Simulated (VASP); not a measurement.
# AlN: input slips in a band-gap run and what they do, part 2 of 2

Aim: see how common mistakes in a band-structure run show up, on AlN. The starting structure is a computed structure from the Materials Project. Cell and atoms stay as given unless a step says otherwise.

VASP 6.6.1.

Results so far: reference 3.222 eV.

## 5. Bands with one electron missing (continued)

Level of this step: LDA; plane waves and PAW (Al, N) (VASP).

From OUTCAR (step 5):

```text
  Total       -9.6726245     -9.6726245     -9.6726245     -0.0000000      0.0000000      0.0000000
  in kB     -743.8251434   -743.8251434   -743.8251434     -0.0000000      0.0000000      0.0000000
  external PRESSURE =    -743.8251434 kB  Pullay stress =       0.0000000 kB

 POSITION                                       TOTAL-FORCE (eV/Angst)
 -----------------------------------------------------------------------------------
      0.00000      0.00000      0.00000         0.000000      0.000000      0.000000
      1.09200      1.09200      1.09200        -0.000000     -0.000000     -0.000000
 -----------------------------------------------------------------------------------
    total drift:                               -0.000000     -0.000000     -0.000000

  FREE ENERGIE OF THE ION-ELECTRON SYSTEM (eV)
  ---------------------------------------------------
  free  energy   TOTEN  =       -21.1929735608 eV

  energy  without entropy=      -21.1915812629  energy(sigma->0) =      -21.19227741

[... 2 parts as in an earlier step ...]

[... 1 further part left out ...]
[key lines of the parts left out:]
E-fermi :   4.0926
```

With one electron missing there is no gap to read, since by its occupations the run counts as a metal (its levels may still leave one).

## 6. Bands with a cutoff far too low

A slip made on purpose: a cutoff far too low. Against step 2 the input has ENCUT = 180 (also changed: NELM).

The input, INCAR:

```
SYSTEM = AlN
PREC = Accurate
ENCUT = 180
EDIFF = 1E-06
NELM = 60
ISMEAR = 0
SIGMA = 0.03
LREAL = .FALSE.
ALGO = Normal
GGA = CA
NBANDS = 16
LORBIT = 11
LWAVE = .FALSE.
LCHARG = .FALSE.
KPAR = 4
```

The input, POSCAR:

```
AlN
1.0
    0.0000000000      2.1839935596      2.1839935596
    2.1839935596      0.0000000000      2.1839935596
    2.1839935596      2.1839935596      0.0000000000
Al N
1 1
Direct
    0.0000000000      0.0000000000      0.0000000000
    0.2500000000      0.2500000000      0.2500000000
```

The input, KPOINTS:

```
Automatic mesh
0
Gamma
8 8 8
0 0 0
```

The input, KPOINTS_OPT:

```
Line mode
10
Line-mode
Reciprocal
  0.00000000   0.00000000   0.00000000 GAMMA
  0.50000000   0.00000000   0.50000000 X

  0.50000000   0.00000000   0.50000000 X
  0.50000000   0.25000000   0.75000000 W

  0.50000000   0.25000000   0.75000000 W
  0.37500000   0.37500000   0.75000000 K

  0.37500000   0.37500000   0.75000000 K
  0.00000000   0.00000000   0.00000000 GAMMA

  0.00000000   0.00000000   0.00000000 GAMMA
  0.50000000   0.50000000   0.50000000 L

  0.50000000   0.50000000   0.50000000 L
  0.62500000   0.25000000   0.62500000 U

  0.62500000   0.25000000   0.62500000 U
  0.50000000   0.25000000   0.75000000 W

  0.50000000   0.25000000   0.75000000 W
  0.50000000   0.50000000   0.50000000 L

  0.50000000   0.50000000   0.50000000 L
  0.37500000   0.37500000   0.75000000 K

  0.62500000   0.25000000   0.62500000 U
  0.50000000   0.00000000   0.50000000 X
```

The projector-augmented-wave data sets are Al and N (LDA family, release 64).

Launch:

```bash
mpirun -np 4 vasp_std
```

Log:

```text
[... set-up lines as in an earlier step ...]
 entering main loop
       N       E                     dE             d eps       ncg     rms          rms(c)
DAV:   1    -0.492679574133E+01   -0.49268E+01   -0.20386E+03  1208   0.176E+02
DAV:   2    -0.170632888793E+02   -0.12136E+02   -0.11833E+02  1256   0.568E+01
DAV:   3    -0.171816339789E+02   -0.11835E+00   -0.11834E+00  1024   0.490E+00
DAV:   4    -0.171817269841E+02   -0.93005E-04   -0.93005E-04  1272   0.156E-01
[...]
DAV:   9    -0.161748093967E+02   -0.17463E-04   -0.10331E-03  1192   0.120E-01    0.765E-02
DAV:  10    -0.161747386719E+02    0.70725E-04   -0.19961E-04  1080   0.526E-02    0.168E-02
DAV:  11    -0.161747390824E+02   -0.41045E-06   -0.61262E-06  1064   0.124E-02
   1 F= -.16174739E+02 E0= -.16174739E+02  d E =-.236594E-32
 Start KPOINTS_OPT (optional k-point list driver)
k-point batch [1-29\100]
       N       E                     dE             ncg
DAV:   1     0.455238792293E+03   -0.48922E+04     1160
DAV:   2     0.119831174284E+03   -0.33541E+03     1264
DAV:   3     0.116607401130E+03   -0.32238E+01     1048
DAV:   4     0.116604727539E+03   -0.26736E-02     1232
DAV:   5     0.116604722812E+03   -0.47265E-05     1056
DAV:   6     0.116604722801E+03   -0.10993E-07     1024
[...]
k-point batch [88-100\100]
       N       E                     dE             ncg
DAV:   1     0.340580916490E+04   -0.27213E+04      528
DAV:   2     0.325296561777E+04   -0.15284E+03      608
DAV:   3     0.325150678901E+04   -0.14588E+01      448
DAV:   4     0.325150548228E+04   -0.13067E-02      584
DAV:   5     0.325150547994E+04   -0.23404E-05      440
DAV:   6     0.325150547993E+04   -0.53124E-08      488
```

Wall time 1.4 s (4 MPI ranks of AMD EPYC 9R45, shared host); peak memory 0.3 GiB.

OUTCAR, selected parts (step 6):

```text
  Total      -13.2891670    -13.2891670    -13.2891670      0.0000000      0.0000000      0.0000000
  in kB    -1021.9373852  -1021.9373852  -1021.9373852      0.0000000      0.0000000      0.0000000
  external PRESSURE =   -1021.9373852 kB  Pullay stress =       0.0000000 kB

 POSITION                                       TOTAL-FORCE (eV/Angst)
 -----------------------------------------------------------------------------------
      0.00000      0.00000      0.00000        -0.000000     -0.000000     -0.000000
      1.09200      1.09200      1.09200         0.000000      0.000000      0.000000
 -----------------------------------------------------------------------------------
    total drift:                                0.000001      0.000001      0.000002

  FREE ENERGIE OF THE ION-ELECTRON SYSTEM (eV)
  ---------------------------------------------------
  free  energy   TOTEN  =       -16.1747390824 eV

  energy  without entropy=      -16.1747390824  energy(sigma->0) =      -16.17473908

[... 1 part as in an earlier step ...]

[... 2 further parts left out ...]
[key lines of the parts left out:]
E-fermi :   6.3702
```

With a cutoff far too low the gap is 2.815 eV, -0.407 eV from the reference.

## 7. All runs side by side

```csv
run,ended,gap (eV),change (eV),core minutes
reference,converged,3.222,-,0.24
a fixed density without a density file,stopped by VASP,-,-,0.24
no empty bands,converged,-,-,0.0667
one electron missing,converged,none,-,0.24
a cutoff far too low,converged,2.815,-0.407,0.0933
```

Core minutes are wall time times ranks of the run shown, on a shared host.

## 8. Results

```json
{
 "reference gap": "3.222 eV",
 "gap with one electron missing": "none to read from the occupations",
 "gap with a cutoff far too low": "2.815 eV",
 "run with a fixed density without a density file": "stopped by VASP",
 "run with no empty bands": "converged"
}
```

In words: VASP stopped by itself in the run with a fixed density without a density file. The run without empty bands converged, and still can't show a gap. Finished, but with signs in the output that stand out against the reference: one electron missing, with no gap to read, since by its occupations the run counts as a metal (its levels may still leave one) (signs: a warning on the charge density and a stress of up to 74.4 GPa); a cutoff far too low, with the gap changed by -0.41 eV (signs: a stress of up to 102.2 GPa). Further runs on this material are not shown.

[Lines on the potential files, build, host, timing and source positions are cut from VASP's logs without a mark.]

[Logs are printed without paths, hosts, clocks, repeated set-up lines and the standing remarks that a program may print on its own settings, such as how far it seeks lower states.]

[Hosts, paths, dates, database ids (printed as entryN), source tags and the programs' standing remarks are cut or masked in the printed files.]
